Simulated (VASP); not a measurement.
An input for Ansatz (written as the equivalent of a VASP run, and not itself run):

Ansatz 0.2 input:
```yaml
crystal:
  lattice:
    - [-2.9434159, 3.2497948, 3.2492985]
    - [2.9434159, -3.2497948, 3.2492985]
    - [2.9434159, 3.2497948, -3.2492985]
  atoms:
    - { symbol: Ti, position: [0.5017704, 0.7517704, 0.7500000] }
    - { symbol: Ti, position: [0.4982296, 0.2482296, 0.2500000] }
    - { symbol: Ti, position: [0.0000000, 0.0000000, 0.5000000] }
    - { symbol: Ti, position: [0.0000000, 0.5000000, 0.0000000] }
    - { symbol: O, position: [0.3044165, 0.3048255, 0.5004091] }
    - { symbol: O, position: [0.6955835, 0.6951745, 0.4995909] }
    - { symbol: O, position: [0.3044165, 0.8040074, 0.9995909] }
    - { symbol: O, position: [0.6955835, 0.1959926, 0.0004091] }
    - { symbol: O, position: [0.1952311, 0.2496997, 0.9455314] }
    - { symbol: O, position: [0.8047689, 0.7503003, 0.0544686] }
    - { symbol: O, position: [0.8041682, 0.2496997, 0.5544686] }
    - { symbol: O, position: [0.1958318, 0.7503003, 0.4455314] }
kpoints:
  mp_grid: { grid: [6, 6, 6] }
hamiltonian:
  xc: pbesol
  pseudopotentials: { kind: paw }
scf:
  occupations: { method: tetrahedron }
  max_iter: 100
output: { forces: true, stress: true, eigenvalues: true }
```

Task: Write the VASP files for the same calculation (PBEsol).

Result: One answer among several that fit: 
INCAR:
```
ALGO = Normal
EDIFF = 1E-7
ENCUT = 520
GGA = PS
ISIF = 2
ISMEAR = -5
LASPH = .TRUE.
LCHARG = .TRUE.
LEFG = .TRUE.
LMAXMIX = 4
LORBIT = 11
LREAL = .FALSE.
LWAVE = .FALSE.
NEDOS = 601
NELM = 100
PREC = Accurate
SYSTEM = TiO2
```

### KPOINTS
```
Automatic
0
gamma
  6 6 6
0 0 0
```

File POSCAR:
```
TiO2
3.2497950
 -0.9057235594   0.9999999381   0.9998472069
  0.9057235594  -0.9999999381   0.9998472069
  0.9057235594   0.9999999381  -0.9998472069
Ti O
4 8
Direct
  0.5017704371   0.7517704371   0.7500000000
  0.4982295629   0.2482295629   0.2500000000
  0.0000000000   0.0000000000   0.5000000000
  0.0000000000   0.5000000000   0.0000000000
  0.3044164544   0.3048255220   0.5004090676
  0.6955835456   0.6951744780   0.4995909324
  0.3044164544   0.8040073868   0.9995909324
  0.6955835456   0.1959926132   0.0004090676
  0.1952311250   0.2496996787   0.9455314462
  0.8047688750   0.7503003213   0.0544685538
  0.8041682325   0.2496996787   0.5544685538
  0.1958317675   0.7503003213   0.4455314462
```

POTCAR, in this order: Ti_sv O (PBE.64 set). Program: vasp_std.

Limits of the translation: each code has its own PAW files, so the cut-off isn't converted (ENCUT is set for VASP's; basis.ecutwfc is left out, and Ansatz then takes the one that its files recommend); Ansatz stops its SCF on the density residual and VASP on the energy change (EDIFF); the field gradients of LEFG aren't asked of the other code.

The structure comes from a computed database's TiO2 entry (Imma); how it stands against other phases isn't given here. It was relaxed first.
